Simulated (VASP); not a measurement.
Consider the following.

```yaml
crystal:
  lattice:
    - [0.00000, 2.46877, 2.46877]
    - [2.46877, 0.00000, 2.46877]
    - [2.46877, 2.46877, 0.00000]
  atoms:
    - { symbol: Gd, position: [0.00000, 0.00000, 0.00000] }
    - { symbol: N, position: [0.50000, 0.50000, 0.50000] }
```

Computed with PBE GGA with D3 dispersion (Becke-Johnson damping), VASP's PBE PAW potentials (set 64) (plane waves; VASP). Settings: 520 eV cut-off, Gaussian smearing of 0.050 eV, potentials Gd_3 N.

The 4f electrons are frozen in the core of the lanthanide potential, so 4f levels, which can set the real gap, and their magnetism are missing.

Question: Estimate the band gap (along the path) with the smallest direct gap where there is one.

Answer: 
| Item | Value |
|---|---|
| band gap (along the path) | none (metal, semimetal or under 0.01 eV) |

The absolute energy has meaning only against runs of the same code, potentials and settings.

The compound is GdN in the rock salt structure. It was relaxed first.
